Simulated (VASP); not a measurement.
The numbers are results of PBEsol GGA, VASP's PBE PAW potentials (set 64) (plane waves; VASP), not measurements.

A VASP calculation is set up with these files.

### INCAR
```
! general
SYSTEM =Cd(100) slab
PREC   =Normal
ENCUT  =400   ! plane-wave cut-off (eV)
LREAL  =.FALSE.
LASPH  =.TRUE.

! electronic loop
EDIFF  =1E-5   ! SCF stop (eV)
NELM   =100   ! most electronic steps
NELMIN =4
ALGO   =Normal
LMAXMIX=4   ! l cut-off of mixed one-centre charges

! smearing
ISMEAR =1   ! Methfessel-Paxton
SIGMA  =0.1

! functional
GGA    =PS   ! PBEsol

! ions
IBRION =2
NSW    =50   ! most ionic steps
ISIF   =2
EDIFFG =-0.03   ! ionic stop

! output
LWAVE  =.TRUE.
LCHARG =.FALSE.

! other
LDIPOL =.TRUE.
IDIPOL =3
DIPOL  =0.5 0.5 0.5
```

**POSCAR**
```
Cd(100) slab
1.0
  5.5032259939   0.0000000000   0.0000000000
  0.0000000000   2.9672193587   0.0000000000
  0.0000000000   0.0000000000  25.2144174719
Cd
8
direct
  0.2500000000   0.5000000000   0.3641150000
  0.7500000000   0.0000000000   0.3301440000
  0.2500000000   0.0000000000   0.4660290000
  0.7500000000   0.5000000000   0.4320580000
  0.2500000000   0.5000000000   0.5679420000
  0.7500000000   0.0000000000   0.5339710000
  0.2500000000   0.0000000000   0.6698560000
  0.7500000000   0.5000000000   0.6358850000
```

### KPOINTS
```
Automatic mesh
0
Gamma
5 9 1
0 0 0
```

POTCAR, in this order: Cd (PBE.64 set). Program: vasp_std.

Question: What will the output report for the number of irreducible k-points (NKPTS), largest plane-wave count, number of space-group operations, FFT grid (NGX, NGY, NGZ)?

Answer: 
```json
{
 "number of irreducible k-points (NKPTS)": "15",
 "largest_plane_wave_count": "7520",
 "number_of_space_group_operations": "8",
 "FFT grid (NGX, NGY, NGZ)": "28 × 16 × 126"
}
```

The cell is a thin slab with vacuum, built from Cd (hcp): (100) face.
